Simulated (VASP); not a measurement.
Here is the system:

```xyz
2
Lattice="3.8362 0.0000 0.0000 0.0000 3.8362 0.0000 0.0000 0.0000 3.8362" Properties=species:S:1:pos:R:3 pbc="T T T"
Tl     0.0000     0.0000     0.0000
Cl     1.9181     1.9181     1.9181
```

Level of theory: optB88-vdW, VASP's PBE PAW potentials (set 64) (plane waves; VASP 6.6.1). Settings: 520 eV cut-off, 8×8×8 Γ-centred mesh, tetrahedra with Blöchl corrections, potentials Tl_d Cl.

Unless said otherwise, spin-orbit coupling is left out, though it shifts the bands of the heavy elements here.

Q: Estimate the energy per atom (σ→0), band gap (on the k-mesh) with the smallest direct gap where there is one.

A: 
```yaml
band gap (on the k-mesh): 2.12 eV
smallest direct gap (on the k-mesh): 2.12 eV
energy per atom (σ→0): -0.699 eV/atom
```

Only differences to runs with the same potentials and settings are physical.

The compound is TlCl in the CsCl type structure. It was relaxed first.
